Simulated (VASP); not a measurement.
Given:

```yaml
crystal:
  lattice:
    - [-2.78744, 2.78744, 2.78744]
    - [2.78744, -2.78744, 2.78744]
    - [2.78744, 2.78744, -2.78744]
  atoms:
    - { symbol: Rb, position: [0.00000, 0.00000, 0.00000] }
```

Computed with PBEsol GGA, VASP's PBE PAW potentials (set 64) (plane waves; VASP 6.6.1). Settings: 480 eV cut-off, 8×8×8 Γ-centred mesh, first-order Methfessel-Paxton smearing of 0.10 eV, potentials Rb_sv.

### Question
Estimate the energy per atom (σ→0), band gap (on the k-mesh) with the smallest direct gap where there is one.

### Answer

```json
{
 "band gap (on the k-mesh)": "none (metal, semimetal or under 0.01 eV)",
 "energy per atom (σ→0)": "-1.017 eV/atom"
}
```

The absolute energy has meaning only against runs of the same code, potentials and settings.

The compound is Rb in the bcc structure. It was relaxed first.
